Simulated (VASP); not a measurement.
Output of a VASP run:

OSZICAR:
```
       N       E                     dE             d eps       ncg     rms          rms(c)
DAV:   1     0.394300823983E+02    0.39430E+02   -0.57496E+03  2914   0.106E+03
DAV:   2    -0.391998324269E+01   -0.43350E+02   -0.40880E+02  2690   0.197E+02
DAV:   3    -0.423341680078E+01   -0.31343E+00   -0.31320E+00  3110   0.178E+01
DAV:   4    -0.423422212130E+01   -0.80532E-03   -0.80530E-03  2985   0.948E-01
DAV:   5    -0.423422683006E+01   -0.47088E-05   -0.47083E-05  2912   0.676E-02    0.113E+01
DAV:   6    -0.392991359797E+01    0.30431E+00   -0.92737E-01  2648   0.950E+00    0.685E+00
DAV:   7    -0.390232006071E+01    0.27594E-01   -0.10890E-01  2810   0.317E+00    0.296E+00
DAV:   8    -0.389902044908E+01    0.32996E-02   -0.30672E-03  2776   0.639E-01    0.296E-01
DAV:   9    -0.389900839305E+01    0.12056E-04   -0.94690E-06  2917   0.370E-02    0.108E-02
DAV:  10    -0.389901162713E+01   -0.32341E-05   -0.10460E-06  2667   0.102E-02    0.788E-04
DAV:  11    -0.389901166250E+01   -0.35370E-07   -0.36160E-08  1338   0.203E-03
   1 F= -.18794519E+01 E0= -.18793855E+01  d E =-.187945E+01
       N       E                     dE             d eps       ncg     rms          rms(c)
DAV:   1    -0.590648370812E+01   -0.20075E+01   -0.52678E+01  2665   0.828E+01    0.137E+01
DAV:   2    -0.361694187630E+01    0.22895E+01   -0.61503E+00  2620   0.255E+01    0.337E+00
DAV:   3    -0.344584015568E+01    0.17110E+00   -0.75294E-01  2713   0.845E+00    0.177E+00
DAV:   4    -0.344606109676E+01   -0.22094E-03   -0.72701E-03  2726   0.913E-01    0.109E+00
DAV:   5    -0.344736924539E+01   -0.13081E-02   -0.66627E-03  2833   0.653E-01    0.448E-02
DAV:   6    -0.344743743146E+01   -0.68186E-04   -0.86080E-05  3067   0.845E-02    0.371E-02
DAV:   7    -0.344744299211E+01   -0.55607E-05   -0.22424E-06  2794   0.140E-02    0.363E-03
DAV:   8    -0.344744293598E+01    0.56124E-07   -0.44755E-08  1351   0.242E-03
   2 F= -.17086813E+01 E0= -.17086404E+01  d E =0.170771E+00
       N       E                     dE             d eps       ncg     rms          rms(c)
DAV:   1    -0.519530674614E+01   -0.17479E+01   -0.30399E+01  2647   0.641E+01    0.689E+00
DAV:   2    -0.393576015389E+01    0.12595E+01   -0.35806E+00  2617   0.193E+01    0.497E+00
DAV:   3    -0.384718554910E+01    0.88575E-01   -0.35835E-01  2674   0.579E+00    0.320E+00
DAV:   4    -0.384516856138E+01    0.20170E-02   -0.78018E-03  2752   0.763E-01    0.721E-01
DAV:   5    -0.384530120724E+01   -0.13265E-03   -0.87160E-04  2997   0.192E-01    0.191E-02
DAV:   6    -0.384532700642E+01   -0.25799E-04   -0.12949E-05  2805   0.350E-02    0.510E-03
DAV:   7    -0.384532798637E+01   -0.97995E-06   -0.66458E-07  2229   0.632E-03
   3 F= -.18994086E+01 E0= -.18993377E+01  d E =-.199567E-01
       N       E                     dE             d eps       ncg     rms          rms(c)
DAV:   1    -0.384284803638E+01    0.24790E-02   -0.48807E-03  2656   0.800E-01    0.926E-02
DAV:   2    -0.384263513357E+01    0.21290E-03   -0.65258E-04  2625   0.255E-01    0.434E-02
DAV:   3    -0.384262304008E+01    0.12093E-04   -0.57425E-05  2675   0.720E-02    0.278E-02
DAV:   4    -0.384262390452E+01   -0.86444E-06   -0.18288E-06  2691   0.121E-02
   4 F= -.18994461E+01 E0= -.18993752E+01  d E =-.199942E-01
```

File OUTCAR:
```
------------------------ aborting loop because EDIFF is reached ----------------------------------------
  FORCE on cell =-STRESS in cart. coord.  units (eV):
  Direction    XX          YY          ZZ          XY          YZ          ZX
  --------------------------------------------------------------------------------------
  Total        1.9346494      1.9346494      1.9346494     -0.0000000      0.0000000     -0.0000000
  in kB      199.1222208    199.1222208    199.1222208     -0.0000000      0.0000000     -0.0000000
  external PRESSURE =      -0.8777792 kB  Pullay stress =     200.0000000 kB
  volume of cell :       15.57
      direct lattice vectors                 reciprocal lattice vectors
     0.000000000  1.981775158  1.981775158    -0.252299055  0.252299055  0.252299055
     1.981775158 -0.000000000  1.981775158     0.252299055 -0.252299055  0.252299055
     1.981775158  1.981775158 -0.000000000     0.252299055  0.252299055 -0.252299055
 POSITION                                       TOTAL-FORCE (eV/Angst)
 -----------------------------------------------------------------------------------
      0.00000      0.00000     -0.00000         0.000000     -0.000000     -0.000000
 -----------------------------------------------------------------------------------
    total drift:                                0.000000      0.000000     -0.000000
  FREE ENERGIE OF THE ION-ELECTRON SYSTEM (eV)
  ---------------------------------------------------
  free  energy   TOTEN  =        -3.8426239045 eV

  energy  without entropy=       -3.8424114486  energy(sigma->0) =       -3.84255309
  enthalpy is  TOTEN    =        -1.8994460629 eV   P V=        1.9431778417

 reached required accuracy - stopping structural energy minimisation
```
(Selected blocks of OUTCAR.)

### POSCAR
```
Au
1
    0.0000000000     2.0074085355     2.0074085355
    2.0074085355    -0.0000000000     2.0074085355
    2.0074085355     2.0074085355     0.0000000000
Au
1
Direct
  0.0000000000   0.0000000000   0.0000000000
```

### Question
Write an INCAR and KPOINTS that could have produced this output.

### Answer
One answer among several that fit: the input of the run itself, PBEsol GGA, plane waves, VASP's PBE PAW potentials (set 64).

**INCAR**
```
SYSTEM = Au
PREC = Accurate
ENCUT = 500
EDIFF = 1E-6
NELM = 100
ALGO = Normal
LREAL = .FALSE.
LASPH = .TRUE.
ISMEAR = 1
SIGMA = 0.1
GGA = PS
LMAXMIX = 6
LWAVE = .FALSE.
LCHARG = .FALSE.
IBRION = 2
ISIF = 3
NSW = 40
EDIFFG = -0.02
PSTRESS = 200
```

File KPOINTS:
```
Regular mesh
0
G
  16 16 16
```

POTCAR, in this order: Au (PBE.64 set). Program: vasp_std.

Energy and stress use the plane-wave basis of the starting cell.

The compound is Au in the fcc structure. This run relaxes it under an external pressure of 20 GPa. Symmetry was kept, so distortions that lower it aren't found.
